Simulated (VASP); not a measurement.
Consider the following.

```
CELL_PARAMETERS angstrom
      0.00000     2.66293     2.66293
      2.66293     0.00000     2.66293
      2.66293     2.66293     0.00000
ATOMIC_POSITIONS crystal
  Pd 0.75000 0.75000 0.75000
  Pd 0.50000 0.50000 0.50000
```

These are r2SCAN meta-GGA, VASP's PBE PAW potentials (set 64) (plane waves; VASP 6.6.1) values and carry that method's errors. Run with 400 eV cut-off, 11×11×11 Γ-centred mesh, first-order Methfessel-Paxton smearing of 0.10 eV, potentials Pd.

Energy and stress use the plane-wave basis of the starting cell.

Question: The ions, cell shape and volume are relaxed. Which structure does the run end with?

Answer: 
```
CELL_PARAMETERS angstrom
      0.00000     2.85918     2.85918
      2.85918     0.00000     2.85918
      2.85918     2.85918     0.00000
ATOMIC_POSITIONS crystal
  Pd 0.75000 0.75000 0.75000
  Pd 0.50000 0.50000 0.50000
```
Space group Fd-3m (227), at a tolerance of 0.03 Å.

Question: How do energy and volume change from the first to the last step?

Answer: The energy (σ→0) changes by -339.5 meV/atom and the volume by +23.8 %, in 6 ionic steps.

| step | E(σ→0) (eV) | max force (eV/Å) | pressure (GPa) | volume (Å³) |
|---|---|---|---|---|
| 1 | -42.7625 | 0.000 | 29.97 | 37.77 |
| 2 | -42.8713 | 0.000 | -9.95 | 60.55 |
| 3 | -43.4403 | 0.000 | -0.76 | 47.26 |
| 4 | -43.4413 | 0.000 | -0.24 | 46.94 |
| 5 | -43.4415 | 0.000 | 0.09 | 46.75 |
| 6 | -43.4415 | 0.000 | 0.07 | 46.75 |

The structure was generated: Pd was put into the diamond type (Fd-3m), which need not be its known phase. This run relaxes it. Symmetry was kept, so distortions that lower it aren't found.
